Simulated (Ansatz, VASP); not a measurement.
**Two plane-wave programs on SrAgI3**

Contents of INCAR:

```
SYSTEM = SrAgI3
PREC = Accurate ; ENCUT = 520
EDIFF = 1E-7 ; ISMEAR = 0
SIGMA = 0.1 ; LREAL = .FALSE.
LASPH = .TRUE. ; NELM = 100
ALGO = Normal ; ISIF = 2
LWAVE = .FALSE. ; LCHARG = .TRUE.
GGA = PE ; LELF = .TRUE.
LVHAR = .TRUE. ; NBANDS = 29
```

KPOINTS

```
Automatic mesh
0
G
  6 6 2
  0 0 0
```

The input POSCAR:

```
SrAgI3
1.0
    5.7346691300      0.0000000000      0.0000000000
   -2.8673345700      4.9663691500      0.0000000000
    0.0000000000      0.0000000000      8.0143005000
Sr Ag I
1 1 3
Direct
    0.0000000000      0.0000000000      0.5000000000
    0.0000000000      0.0000000000      0.0000000000
    0.5000000000      0.0000000000      0.5000000000
    0.0000000000      0.5000000000      0.5000000000
    0.5000000000      0.5000000000      0.5000000000
```

Input for Ansatz:

```yaml
crystal:
  lattice:
    - [5.73466913, 0.0, 0.0]
    - [-2.86733457, 4.96636915, 0.0]
    - [0.0, 0.0, 8.0143005]
  atoms:
    - { symbol: Sr, position: [0.0, 0.0, 0.5] }
    - { symbol: Ag, position: [0.0, 0.0, 0.0] }
    - { symbol: I, position: [0.5, 0.0, 0.5] }
    - { symbol: I, position: [0.0, 0.5, 0.5] }
    - { symbol: I, position: [0.5, 0.5, 0.5] }
basis:
  ecutwfc: 420
kpoints:
  mp_grid: { grid: [6, 6, 2] }
hamiltonian:
  xc: pbe
scf:
  occupations: { method: gaussian, width: 0.1 }
  lower_state_search: "off"
output:
  forces: true
  stress: true
  eigenvalues: true
```

Alike in both runs: task single point; functional PBE; k mesh 6 × 6 × 2; occupations gaussian, width 0.1 eV; no spin polarisation.

|  | VASP | Ansatz |
| --- | --- | --- |
| version | VASP 6.6.1 | Ansatz 0.2.0 |
| potentials or method | VASP PAW PBE potentials, release 64 (Sr_sv, Ag, I) | scalar-relativistic, plane waves, PAW |
| plane-wave cutoff (eV) | 520 | 420 |
| valence electrons in the cell | 42 | 80 |

VASP gave:

- gap on the k mesh at the Fermi level (eV): none
- pressure (GPa): 16.3
- largest component of the traceless stress (GPa): 18.38

Problem. Estimate Ansatz's values.

Solution. gap on the k mesh at the Fermi level (eV): none; pressure (GPa): 16.2; largest component of the traceless stress (GPa): 18.25.

A gap of «none» marks a metal or a gap that the smearing closes. With one functional, cell and mesh, what is left measures potentials, basis and numerics. The two sets of potentials don't hold the same shells in valence.

Caveats: the k mesh is coarse (spacing up to 0.39 Å⁻¹), so the values aren't converged; so large a pressure means that the cell lies far from this level's equilibrium, or that cutoff or potentials fall short (VASP). Spin-orbit coupling is left out, which matters for the levels of I.
